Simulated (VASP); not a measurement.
Output of a VASP run:

OSZICAR:
```
...
DAV:  10    -0.220173227456E+01   -0.25644E-05   -0.26251E-05  5240   0.720E-02    0.300E-03
DAV:  11    -0.220173204580E+01    0.22876E-06   -0.11788E-07  3336   0.442E-03
   1 F= -.41524361E+00 E0= -.41531588E+00  d E =-.415244E+00
       N       E                     dE             d eps       ncg     rms          rms(c)
DAV:   1    -0.378169432501E+01   -0.15800E+01   -0.16536E+01  4800   0.803E+01    0.947E+00
DAV:   2    -0.230551008728E+01    0.14762E+01   -0.69096E+00  4824   0.649E+01    0.278E+00
DAV:   3    -0.216137991208E+01    0.14413E+00   -0.28924E-01  5512   0.107E+01    0.158E+00
DAV:   4    -0.210430993649E+01    0.57070E-01   -0.13217E-02  6208   0.189E+00    0.269E-01
DAV:   5    -0.210335076445E+01    0.95917E-03   -0.23887E-03  6824   0.987E-01    0.440E-02
DAV:   6    -0.210339338847E+01   -0.42624E-04   -0.23754E-04  4944   0.130E-01    0.102E-02
DAV:   7    -0.210339226373E+01    0.11247E-05   -0.13799E-05  5992   0.742E-02    0.624E-03
DAV:   8    -0.210339089895E+01    0.13648E-05   -0.43629E-07  2784   0.164E-02    0.526E-04
DAV:   9    -0.210339096124E+01   -0.62287E-07   -0.92444E-08  2584   0.533E-03
   2 F= -.43153270E+00 E0= -.43148861E+00  d E =-.162891E-01
       N       E                     dE             d eps       ncg     rms          rms(c)
DAV:   1    -0.229636509670E+01   -0.19297E+00   -0.16730E+00  4800   0.275E+01    0.276E+00
DAV:   2    -0.216130217185E+01    0.13506E+00   -0.46452E-01  4808   0.158E+01    0.931E-01
DAV:   3    -0.214876846325E+01    0.12534E-01   -0.44484E-03  5784   0.931E-01    0.502E-01
DAV:   4    -0.214341471620E+01    0.53537E-02   -0.10482E-03  7168   0.583E-01    0.212E-02
DAV:   5    -0.214343566984E+01   -0.20954E-04   -0.12732E-04  5200   0.989E-02    0.778E-03
DAV:   6    -0.214343947979E+01   -0.38100E-05   -0.11319E-06  4328   0.131E-02    0.219E-03
DAV:   7    -0.214344070972E+01   -0.12299E-05   -0.52812E-07  2712   0.932E-03    0.606E-04
DAV:   8    -0.214344064864E+01    0.61081E-07   -0.46327E-08  2472   0.302E-03
   3 F= -.43628432E+00 E0= -.43627492E+00  d E =-.210407E-01
       N       E                     dE             d eps       ncg     rms          rms(c)
DAV:   1    -0.214796890902E+01   -0.45282E-02   -0.12437E-01  5688   0.372E+00    0.507E-01
DAV:   2    -0.214391029275E+01    0.40586E-02   -0.73562E-03  6080   0.185E+00    0.288E-01
DAV:   3    -0.214209696190E+01    0.18133E-02   -0.15043E-03  6928   0.692E-01    0.886E-02
DAV:   4    -0.214197962964E+01    0.11733E-03   -0.33501E-04  6824   0.271E-01    0.225E-02
DAV:   5    -0.214198139115E+01   -0.17615E-05   -0.44150E-05  5704   0.103E-01    0.814E-03
DAV:   6    -0.214198054307E+01    0.84808E-06   -0.68267E-06  4976   0.547E-02
   4 F= -.43705806E+00 E0= -.43697435E+00  d E =-.773733E-03
       N       E                     dE             d eps       ncg     rms          rms(c)
DAV:   1    -0.214296988310E+01   -0.98849E-03   -0.46176E-02  5672   0.227E+00    0.309E-01
DAV:   2    -0.214146000349E+01    0.15099E-02   -0.27719E-03  6104   0.114E+00    0.175E-01
DAV:   3    -0.214079344338E+01    0.66656E-03   -0.54754E-04  6848   0.419E-01    0.546E-02
DAV:   4    -0.214074910789E+01    0.44335E-04   -0.12680E-04  6840   0.166E-01    0.136E-02
DAV:   5    -0.214074975835E+01   -0.65046E-06   -0.16875E-05  5584   0.640E-02    0.506E-03
DAV:   6    -0.214074949885E+01    0.25950E-06   -0.25865E-06  3152   0.342E-02
   5 F= -.43720680E+00 E0= -.43707139E+00  d E =-.922478E-03
```

File OUTCAR:
```
------------------------ aborting loop because EDIFF is reached ----------------------------------------
  FORCE on cell =-STRESS in cart. coord.  units (eV):
  Direction    XX          YY          ZZ          XY          YZ          ZX
  --------------------------------------------------------------------------------------
  Total        1.7065501      1.7065509      1.6815153      0.0000000      0.0000000      0.0000000
  in kB      100.1765399    100.1765858     98.7069656      0.0000000      0.0000000      0.0000000
  external PRESSURE =      -0.3133029 kB  Pullay stress =     100.0000000 kB
  volume of cell :       27.29
      direct lattice vectors                 reciprocal lattice vectors
     1.295046924 -2.243087584  0.000000000     0.386086396 -0.222907034 -0.000000000
     1.295046924  2.243087584 -0.000000000     0.386086396  0.222907034  0.000000000
     0.000000000 -0.000000000  4.697879511     0.000000000  0.000000000  0.212861994
 POSITION                                       TOTAL-FORCE (eV/Angst)
 -----------------------------------------------------------------------------------
      1.29505      0.74770      1.17447         0.000000      0.000000      0.000000
      1.29505     -0.74770      3.52341        -0.000000     -0.000000      0.000000
 -----------------------------------------------------------------------------------
    total drift:                               -0.000012      0.000061      0.000004
  FREE ENERGIE OF THE ION-ELECTRON SYSTEM (eV)
  ---------------------------------------------------
  free  energy   TOTEN  =        -2.1407494988 eV

  energy  without entropy=       -2.1403432682  energy(sigma->0) =       -2.14061409
  enthalpy is  TOTEN    =        -0.4372068013 eV   P V=        1.7035426976

 reached required accuracy - stopping structural energy minimisation
```
(Selected blocks of OUTCAR.)

File POSCAR:
```
Zn
1
    1.3112929344    -2.2712264323     0.0000000000
    1.3112929344     2.2712264323     0.0000000000
    0.0000000000     0.0000000000     4.8053014981
Zn
2
Direct
  0.3333330000   0.6666670000   0.2500000000
  0.6666670000   0.3333330000   0.7500000000
```

### Question
Reconstruct the remaining input files.

### Answer
Several could match; the one computed here: the input of the run itself, PBE GGA, plane waves, VASP's PBE PAW potentials (set 64).

**KPOINTS**
```
Automatic mesh
0
Gamma
16 16 8
0 0 0
```

INCAR:
```
SYSTEM = Zn
PREC = Accurate
ENCUT = 500
EDIFF = 1E-6
NELM = 100
ALGO = Normal
LREAL = .FALSE.
LASPH = .TRUE.
ISMEAR = 1
SIGMA = 0.1
GGA = PE
LMAXMIX = 4
LWAVE = .FALSE.
LCHARG = .FALSE.
IBRION = 2
ISIF = 3
NSW = 40
EDIFFG = -0.02
PSTRESS = 100
```

POTCAR, in this order: Zn (PBE.64 set). Program: vasp_std.

Energy and stress use the plane-wave basis of the starting cell.

The compound is Zn in the hcp structure. This run relaxes it under an external pressure of 10 GPa. Symmetry was kept, so distortions that lower it aren't found.
